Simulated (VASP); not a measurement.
GeS (relaxed from the zinc blende structure, space group F-43m): computed properties

These are PBE GGA, VASP's PBE PAW potentials (set 64) (plane waves; VASP) values and carry that method's errors.

```
Property                                                                                                              Value
---------------------------------------------  ----------------------------------------------------------------------------
space group                                                                                                     F-43m (216)
cell                                           a = 6.0931 Å, b = 6.0931 Å, c = 6.0931 Å, α = 90.00°, β = 90.00°, γ = 90.00°
volume per atom                                                                                               28.28 Å³/atom
band gap (over mesh and band path)                                                                                  0.04 eV
smallest direct gap (over mesh and band path)                                                                       0.91 eV
band-edge character                                                                                        indirect, W to X
density                                                                                                          3.07 g/cm³
```

```xyz
2
Lattice="0.0000 3.0465 3.0465 3.0465 0.0000 3.0465 3.0465 3.0465 0.0000" Properties=species:S:1:pos:R:3 pbc="T T T"
Ge     0.0000     0.0000     0.0000
S      1.5233     1.5233     1.5233
```

The structure was generated: GeS was put into the zinc blende type (F-43m), which need not be its known phase. It was relaxed first, which changed the volume by +61 %. Symmetry was kept, so distortions that lower it aren't found.
